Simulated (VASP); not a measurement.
An input for Ansatz (written as the equivalent of a VASP run, and not itself run):

Ansatz 0.2 input:
```yaml
crystal:
  lattice:
    - [2.7951530, 0.0000000, 0.0000000]
    - [0.0000000, 2.7951530, 0.0000000]
    - [0.0000000, 0.0000000, 2.7951530]
  atoms:
    - { symbol: Al, position: [0.0000000, 0.0000000, 0.0000000] }
    - { symbol: Co, position: [0.5000000, 0.5000000, 0.5000000] }
kpoints:
  mp_grid: { grid: [9, 9, 9] }
hamiltonian:
  xc: lda
  pseudopotentials: { kind: paw }
scf:
  occupations: { method: gaussian, width: 0.272 }
  max_iter: 100
output: { forces: true, stress: true, eigenvalues: true }
```

Task: Write the VASP files for the same calculation (LDA).

Result: Several could match; the one computed here: 
**POSCAR**
```
AlCo
2.7951530
  1.0000000000   0.0000000000   0.0000000000
  0.0000000000   1.0000000000   0.0000000000
  0.0000000000   0.0000000000   1.0000000000
Al Co
1 1
Cart
  0.0000000000   0.0000000000   0.0000000000
  0.5000000000   0.5000000000   0.5000000000
```

**INCAR**
```
# general
SYSTEM  = AlCo
PREC    = Accurate
ENCUT   = 300
LREAL   = .False.
LASPH   = .True.

# electronic loop
EDIFF   = 1E-6
NELM    = 100
ALGO    = Normal
LMAXMIX = 4

# smearing
ISMEAR  = 0
SIGMA   = 0.272

# ions
ISIF    = 2

# output
LWAVE   = .False.
LCHARG  = .False.
```

File KPOINTS:
```
Automatic mesh
0
Gamma
9 9 9
0 0 0
```

POTCAR, in this order: Al Co (LDA.64 set). Program: vasp_std.

Limits of the translation: each code has its own PAW files, so the cut-off isn't converted (ENCUT is set for VASP's; basis.ecutwfc is left out, and Ansatz then takes the one that its files recommend); Ansatz stops its SCF on the density residual and VASP on the energy change (EDIFF); Ansatz's lda is the Perdew-Wang form, while the LDA potentials of VASP carry Perdew-Zunger's.

The structure comes from a computed database's AlCo entry; how it stands against other phases isn't given here. The cell was not relaxed at this level. The run is one of a series of settings (GGA removed, POTCAR Al Co (LDA.64 set) against the base run), some of them coarse on purpose.
